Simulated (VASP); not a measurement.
Input:

```xyz
2
Lattice="0.0000 2.9135 2.9135 2.9135 0.0000 2.9135 2.9135 2.9135 0.0000" Properties=species:S:1:pos:R:3 pbc="T T T"
Sr     0.0000     0.0000     0.0000
Te     2.9135     2.9135     2.9135
```

All values below come from PBEsol GGA, VASP's PBE PAW potentials (set 64) (plane waves; VASP). Settings: 500 eV cut-off, 11×11×11 Γ-centred mesh, first-order Methfessel-Paxton smearing of 0.10 eV, potentials Sr_sv Te.

Unless said otherwise, spin-orbit coupling is left out, though it shifts the bands of the heavy elements here.

**Question.** Estimate the energy per atom (σ→0), pressure, band gap (on the k-mesh) with the smallest direct gap where there is one.

**Answer.** 
- band gap (on the k-mesh) = none (metal, semimetal or under 0.01 eV)
- energy per atom (σ→0) = -3644 meV/atom
- pressure = 29.92 GPa

The compound is SrTe in the rock salt structure. It was relaxed first under an external pressure of 30 GPa.
